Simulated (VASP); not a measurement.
VASP input:

File POSCAR:
```
ZrB2
1
    1.5850000000    -2.7453010000     0.0000000000
    1.5850000000     2.7453010000     0.0000000000
    0.0000000000     0.0000000000     3.5300000000
Zr B
1 2
Direct
  0.0000000000   0.0000000000   0.0000000000
  0.3333330000   0.6666670000   0.5000000000
  0.6666670000   0.3333330000   0.5000000000
```

### KPOINTS
```
Automatic mesh
0
Gamma
8 8 7
0 0 0
```

### INCAR
```
SYSTEM = ZrB2
PREC = Accurate
ENCUT = 300
EDIFF = 1E-6
NELM = 100
ALGO = Normal
LREAL = .FALSE.
LASPH = .TRUE.
ISMEAR = 1
SIGMA = 0.1
GGA = PE
LMAXMIX = 4
LWAVE = .FALSE.
LCHARG = .FALSE.
ISIF = 3
IBRION = 2
NSW = 40
EDIFFG = -0.01
```

POTCAR, in this order: Zr_sv B (PBE.64 set). Program: vasp_std.

Output

**standard output**
```
 POSCAR found type information on POSCAR ZrB
 POSCAR found :  2 types and       3 ions
 Reading from existing POTCAR
 Reading from existing POTCAR
 LDA part: xc-table for (Slater+PW92), standard interpolation
 POSCAR, INCAR and KPOINTS ok, starting setup
 WAVECAR not read
 entering main loop
       N       E                     dE             d eps       ncg     rms          rms(c)
DAV:   1     0.626845143722E+02    0.62685E+02   -0.71880E+03  1064   0.911E+02
DAV:   2    -0.248063038686E+02   -0.87491E+02   -0.84199E+02  1240   0.256E+02
DAV:   3    -0.275779327001E+02   -0.27716E+01   -0.27253E+01  1635   0.389E+01
DAV:   4    -0.276214206715E+02   -0.43488E-01   -0.43481E-01  1278   0.504E+00
DAV:   5    -0.276241065047E+02   -0.26858E-02   -0.26858E-02  1659   0.708E-01    0.215E+01
DAV:   6    -0.249881279958E+02    0.26360E+01   -0.76801E+00  1250   0.194E+01    0.876E+00
DAV:   7    -0.249487518049E+02    0.39376E-01   -0.83209E-01  1606   0.578E+00    0.314E+00
DAV:   8    -0.249474262075E+02    0.13256E-02   -0.85787E-02  1259   0.265E+00    0.718E-01
DAV:   9    -0.249446808029E+02    0.27454E-02   -0.14955E-02  1286   0.969E-01    0.131E-01
DAV:  10    -0.249446217603E+02    0.59043E-04   -0.67214E-04  1277   0.231E-01    0.411E-02
DAV:  11    -0.249446250650E+02   -0.33047E-05   -0.18314E-05  1491   0.454E-02    0.104E-02
DAV:  12    -0.249446221732E+02    0.28919E-05   -0.90706E-07   868   0.983E-03    0.314E-03
DAV:  13    -0.249446217244E+02    0.44878E-06   -0.51048E-07   670   0.705E-03
   1 F= -.24944622E+02 E0= -.24944469E+02  d E =-.249446E+02
 curvature:   0.00 expect dE= 0.000E+00 dE for cont linesearch  0.000E+00
 trial: gam= 0.00000 g(F)=  0.164E-40 g(S)=  0.899E-03 ort = 0.000E+00 (trialstep = 0.100E+01)
 search vector abs. value=  0.899E-03
 bond charge predicted
       N       E                     dE             d eps       ncg     rms          rms(c)
DAV:   1    -0.249477018292E+02   -0.30797E-02   -0.11601E-01  1105   0.373E+00    0.635E-01
DAV:   2    -0.249450104872E+02    0.26913E-02   -0.88047E-03  1178   0.104E+00    0.184E-01
DAV:   3    -0.249445781493E+02    0.43234E-03   -0.26269E-03  1621   0.420E-01    0.962E-02
DAV:   4    -0.249446323144E+02   -0.54165E-04   -0.11380E-04  1303   0.834E-02    0.349E-02
DAV:   5    -0.249446642083E+02   -0.31894E-04   -0.12243E-04  1597   0.748E-02    0.302E-02
DAV:   6    -0.249446712813E+02   -0.70730E-05   -0.39761E-06  1396   0.172E-02    0.935E-03
DAV:   7    -0.249446717566E+02   -0.47530E-06   -0.10976E-06   690   0.109E-02
   2 F= -.24944672E+02 E0= -.24944516E+02  d E =-.500322E-04
 trial-energy change:   -0.000050  1 .order   -0.000042   -0.000899    0.000815
 step:   0.5315(harm=  0.5245)  dis= 0.00000  next Energy=   -24.944862 (dE=-0.240E-03)
 bond charge predicted
       N       E                     dE             d eps       ncg     rms          rms(c)
DAV:   1    -0.249455283358E+02   -0.85705E-03   -0.25489E-02  1115   0.175E+00    0.298E-01
DAV:   2    -0.249449369232E+02    0.59141E-03   -0.19599E-03  1173   0.487E-01    0.864E-02
DAV:   3    -0.249448468252E+02    0.90098E-04   -0.57163E-04  1611   0.196E-01    0.444E-02
DAV:   4    -0.249448541481E+02   -0.73229E-05   -0.24424E-05  1329   0.383E-02    0.165E-02
DAV:   5    -0.249448603741E+02   -0.62260E-05   -0.26562E-05  1582   0.347E-02    0.139E-02
DAV:   6    -0.249448602822E+02    0.91876E-07   -0.65210E-07   710   0.803E-03
   3 F= -.24944860E+02 E0= -.24944705E+02  d E =-.238558E-03
 curvature:  -0.26 expect dE=-0.197E-04 dE for cont linesearch -0.301E-07
 trial: gam= 0.09487 g(F)=  0.142E-40 g(S)=  0.752E-04 ort =-0.102E-04 (trialstep = 0.906E+00)
 search vector abs. value=  0.813E-04
 bond charge predicted
       N       E                     dE             d eps       ncg     rms          rms(c)
DAV:   1    -0.249449942005E+02   -0.13383E-03   -0.61063E-03  1140   0.795E-01    0.109E-01
DAV:   2    -0.249449160939E+02    0.78107E-04   -0.21209E-04  1125   0.150E-01    0.403E-02
DAV:   3    -0.249448936054E+02    0.22488E-04   -0.73057E-05  1595   0.739E-02    0.122E-02
DAV:   4    -0.249448927753E+02    0.83006E-06   -0.36268E-06  1176   0.157E-02
   4 F= -.24944893E+02 E0= -.24944738E+02  d E =-.324931E-04
 trial-energy change:   -0.000032  1 .order   -0.000033   -0.000067    0.000001
 step:   0.8905(harm=  0.8905)  dis= 0.00000  next Energy=   -24.944893 (dE=-0.330E-04)
 reached required accuracy - stopping structural energy minimisation
```

### OUTCAR
```
------------------------ aborting loop because EDIFF is reached ----------------------------------------
  FORCE on cell =-STRESS in cart. coord.  units (eV):
  Direction    XX          YY          ZZ          XY          YZ          ZX
  --------------------------------------------------------------------------------------
  Total        0.0046086      0.0046086      0.0002735      0.0000000      0.0000000     -0.0000000
  in kB        0.2408446      0.2408447      0.0142957      0.0000000      0.0000000     -0.0000000
  external PRESSURE =       0.1653283 kB  Pullay stress =       0.0000000 kB
  volume of cell :       30.66
      direct lattice vectors                 reciprocal lattice vectors
     1.582487303 -2.740948879 -0.000000000     0.315958301 -0.182418579  0.000000000
     1.582487303  2.740948879  0.000000000     0.315958301  0.182418579  0.000000000
    -0.000000000  0.000000000  3.534019238    -0.000000000 -0.000000000  0.282963938
 POSITION                                       TOTAL-FORCE (eV/Angst)
 -----------------------------------------------------------------------------------
      1.58249     -2.74095     -0.00000        -0.000000     -0.000000      0.000000
      1.58249      0.91365      1.76701         0.000000      0.000000     -0.000000
      1.58249     -0.91365      1.76701        -0.000000     -0.000000      0.000000
 -----------------------------------------------------------------------------------
    total drift:                                0.000000     -0.000000      0.000000
  FREE ENERGIE OF THE ION-ELECTRON SYSTEM (eV)
  ---------------------------------------------------
  free  energy   TOTEN  =       -24.9448927753 eV

  energy  without entropy=      -24.9444269580  energy(sigma->0) =      -24.94473750

 reached required accuracy - stopping structural energy minimisation
```
(Selected blocks of OUTCAR.)

Q: Read input and log: which fault does this run have?
A) NSW = 0, so the ions never move
B) ENCUT is too low for a cell relaxation, so Pulay stress biases the volume
C) a hybrid functional was run with ALGO = VeryFast
D) the mesh has unequal divisions along equivalent axes and breaks the lattice's symmetry

A: B, ENCUT is too low for a cell relaxation, so Pulay stress biases the volume. The run ends without an error. Against the sound run, the energy per atom (σ→0) increases by 0.011 eV/atom; the pressure goes up by 0.01 GPa; the volume decreases by 0.7 %.

To mend it, set ENCUT = 520.

The mended run (PBE GGA, plane waves, VASP's PBE PAW potentials (set 64)) converges, and its OSZICAR ends with
```
   4 F= -.24976733E+02 E0= -.24976582E+02  d E =-.468490E-04
```

The compound is ZrB2 in the AlB2 type structure.
